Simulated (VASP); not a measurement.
A cell of Tc (hcp) near equilibrium:

```
CELL_PARAMETERS angstrom
      1.36632    -2.36654     0.00000
      1.36632     2.36654     0.00000
      0.00000     0.00000     4.38552
ATOMIC_POSITIONS crystal
  Tc 0.33333 0.66667 0.25000
  Tc 0.66667 0.33333 0.75000
```

These are r2SCAN meta-GGA, VASP's PBE PAW potentials (set 64) (plane waves; VASP) values and carry that method's errors.

```tsv
run	ΔE (meV/atom)	σxx	σyy	σzz	largest shear component, with its sign (GPa)	largest force (eV/Å)
as it is	0.0	0.63	0.63	0.54	0.00	0.000
after one change	128.0	38.76	22.43	37.82	0.00	0.253
```
Stress is in GPa, positive when the cell is compressed.

**Question.** What was changed between the two runs?
(A) biaxial strain of -0.5 % in the yz plane
(B) uniaxial strain of +3.0 % along y
(C) atom 2 (Tc) moved by 0.050 Å along z
(D) biaxial strain of -4.0 % in the xz plane

**Answer.** D, biaxial strain of -4.0 % in the xz plane

The compound is Tc in the hcp structure.
